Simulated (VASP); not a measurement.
All values below come from revPBE GGA, VASP's PBE PAW potentials (set 64) (plane waves; VASP 6.6.1).

The input files of a VASP run:

### POSCAR
```
SiO2
1.0
  4.2577280202   0.0000000000   0.0000000000
  0.0000000000   4.2577280202   0.0000000000
  0.0000000000   0.0000000000   2.6978602703
Si O
2 4
direct
  0.0000000000   0.0000000000   0.0000000000
  0.5000000000   0.5000000000   0.5000000000
  0.3072866017   0.3072866017   0.0000000000
  0.8072866017   0.1927133983   0.5000000000
  0.1927133983   0.8072866017   0.5000000000
  0.6927133983   0.6927133983   0.0000000000
```

**INCAR**
```
NEDOS = 601   # DOS grid
GGA = RE
LWAVE = .False.
ISMEAR = -5   # tetrahedra, Bloechl
EDIFF = 1E-7   # SCF stop (eV)
ALGO = Normal   # blocked Davidson
ENCUT = 520
LASPH = .True.   # aspherical one-centre terms
PREC = Accurate
NELM = 100
LEFG = .True.
LORBIT = 11
ISIF = 2   # forces and stress, cell fixed
SYSTEM = SiO2
LREAL = .False.
LCHARG = .True.
```

KPOINTS:
```
Automatic mesh
0
Gamma
6 6 9
0 0 0
```

POTCAR, in this order: Si O (PBE.64 set). Program: vasp_std.

The resulting files:

### OUTCAR
```
 ion  position               nearest neighbor table
   1  0.000  0.000  0.000-   4 1.78   5 1.78   4 1.78   5 1.78   3 1.85   6 1.85
   2  0.500  0.500  0.500-   3 1.78   6 1.78   3 1.78   6 1.78   5 1.85   4 1.85
   3  0.307  0.307  0.000-   2 1.78   2 1.78   1 1.85
   4  0.807  0.193  0.500-   1 1.78   1 1.78   2 1.85
   5  0.193  0.807  0.500-   1 1.78   1 1.78   2 1.85
   6  0.693  0.693  0.000-   2 1.78   2 1.78   1 1.85
  LATTYP: Found a simple tetragonal cell.
 ALAT       =     4.2577280202
 C/A-ratio  =     0.6336384704
 Subroutine PRICEL returns:
 Original cell was already a primitive cell.
 Subroutine GETGRP returns: Found 16 space group operations
The static configuration has the point symmetry D_2h.
 The point group associated with its full space group is D_4h.
The dynamic configuration has the point symmetry D_2h.
 Subroutine INISYM returns: Found 16 space group operations
 Subroutine IBZKPT returns following result:
 Found     50 irreducible k-points:

 Following reciprocal coordinates:
            Coordinates               Weight
  0.000000  0.000000  0.000000      1.000000
  0.166667  0.000000  0.000000      4.000000
  0.333333  0.000000  0.000000      4.000000
  0.500000  0.000000  0.000000      2.000000
  0.166667  0.166667  0.000000      4.000000
  0.333333  0.166667  0.000000      8.000000
  0.500000  0.166667  0.000000      4.000000
  0.333333  0.333333  0.000000      4.000000
  0.500000  0.333333  0.000000      4.000000
  0.500000  0.500000  0.000000      1.000000
  0.000000  0.000000  0.111111      2.000000
  0.166667  0.000000  0.111111      8.000000
  0.333333  0.000000  0.111111      8.000000
  0.500000  0.000000  0.111111      4.000000
  0.166667  0.166667  0.111111      8.000000
  0.333333  0.166667  0.111111     16.000000
  0.500000  0.166667  0.111111      8.000000
  0.333333  0.333333  0.111111      8.000000
...
```

**OSZICAR**
```
       N       E                     dE             d eps       ncg     rms          rms(c)
DAV:   1     0.167160652234E+03    0.16716E+03   -0.18019E+04  2016   0.153E+03
DAV:   2    -0.414808247940E+02   -0.20864E+03   -0.20177E+03  2740   0.321E+02
DAV:   3    -0.486273639825E+02   -0.71465E+01   -0.71252E+01  2400   0.636E+01
DAV:   4    -0.486840871678E+02   -0.56723E-01   -0.56658E-01  2368   0.646E+00
DAV:   5    -0.486847226594E+02   -0.63549E-03   -0.63540E-03  2328   0.672E-01    0.173E+01
DAV:   6    -0.441437197806E+02    0.45410E+01   -0.18207E+01  2208   0.301E+01    0.800E+00
DAV:   7    -0.441886676073E+02   -0.44948E-01   -0.48784E-01  2368   0.505E+00    0.300E+00
DAV:   8    -0.442156444381E+02   -0.26977E-01   -0.22622E-02  2260   0.150E+00    0.113E+00
DAV:   9    -0.442272636490E+02   -0.11619E-01   -0.13384E-02  2316   0.118E+00    0.313E-01
DAV:  10    -0.442277372970E+02   -0.47365E-03   -0.14857E-03  2364   0.324E-01    0.625E-02
DAV:  11    -0.442276685234E+02    0.68774E-04   -0.32686E-04  2300   0.136E-01    0.716E-03
DAV:  12    -0.442276730707E+02   -0.45473E-05   -0.14434E-05  2308   0.302E-02    0.753E-03
DAV:  13    -0.442276730027E+02    0.68038E-07   -0.24916E-06  2336   0.123E-02    0.421E-03
DAV:  14    -0.442276731134E+02   -0.11073E-06   -0.12925E-07  1624   0.314E-03    0.134E-03
DAV:  15    -0.442276731356E+02   -0.22166E-07   -0.19472E-08  1264   0.112E-03
   1 F= -.44227673E+02 E0= -.44227673E+02  d E =0.000000E+00
```

OUTCAR:
```
------------------------ aborting loop because EDIFF is reached ----------------------------------------
  FORCE on cell =-STRESS in cart. coord.  units (eV):
  Direction    XX          YY          ZZ          XY          YZ          ZX
  --------------------------------------------------------------------------------------
  Total        0.0115075      0.0115075      0.0644828      0.0000000      0.0000000      0.0000000
  in kB        0.3769796      0.3769796      2.1124152      0.0000000      0.0000000      0.0000000
  external PRESSURE =       0.9554581 kB  Pullay stress =       0.0000000 kB
  volume of cell :       48.91
      direct lattice vectors                 reciprocal lattice vectors
     4.257728020  0.000000000  0.000000000     0.234867045  0.000000000  0.000000000
     0.000000000  4.257728020  0.000000000     0.000000000  0.234867045  0.000000000
     0.000000000  0.000000000  2.697860270     0.000000000  0.000000000  0.370664119
 POSITION                                       TOTAL-FORCE (eV/Angst)
 -----------------------------------------------------------------------------------
      0.00000      0.00000      0.00000         0.000000      0.000000      0.000000
      2.12886      2.12886      1.34893         0.000000      0.000000      0.000000
      1.30834      1.30834      0.00000         0.005154      0.005154     -0.000000
      3.43721      0.82052      1.34893         0.005154     -0.005154      0.000000
      0.82052      3.43721      1.34893        -0.005154      0.005154     -0.000000
      2.94939      2.94939      0.00000        -0.005154     -0.005154      0.000000
 -----------------------------------------------------------------------------------
    total drift:                                0.000000     -0.000000      0.000000
  FREE ENERGIE OF THE ION-ELECTRON SYSTEM (eV)
  ---------------------------------------------------
  free  energy   TOTEN  =       -44.2276731356 eV

  energy  without entropy=      -44.2276731356  energy(sigma->0) =      -44.22767314

 total charge

# of ion       s       p       d       tot
------------------------------------------
    1        0.582   0.834   0.000   1.417
    2        0.582   0.834   0.000   1.417
    3        1.552   3.662   0.000   5.213
    4        1.552   3.662   0.000   5.213
    5        1.552   3.662   0.000   5.213
    6        1.552   3.662   0.000   5.213
--------------------------------------------------
tot          7.372  16.315   0.000  23.687

 Electric field gradients after diagonalization (V/A^2)
 (convention: |V_zz| > |V_xx| > |V_yy|)
----------------------------------------------------------------------
 ion       V_xx      V_yy      V_zz     asymmetry (V_yy - V_xx)/ V_zz
----------------------------------------------------------------------
   1     -19.989    -6.160    26.149       0.529
   2     -19.989    -6.160    26.149       0.529
   3      65.635    49.313  -114.948       0.142
   4      65.635    49.313  -114.948       0.142
   5      65.635    49.313  -114.948       0.142
   6      65.635    49.313  -114.948       0.142
```
(Selected blocks of OUTCAR.)

The compound is SiO2 in the rutile structure, stishovite, a high-pressure form. It was relaxed first.
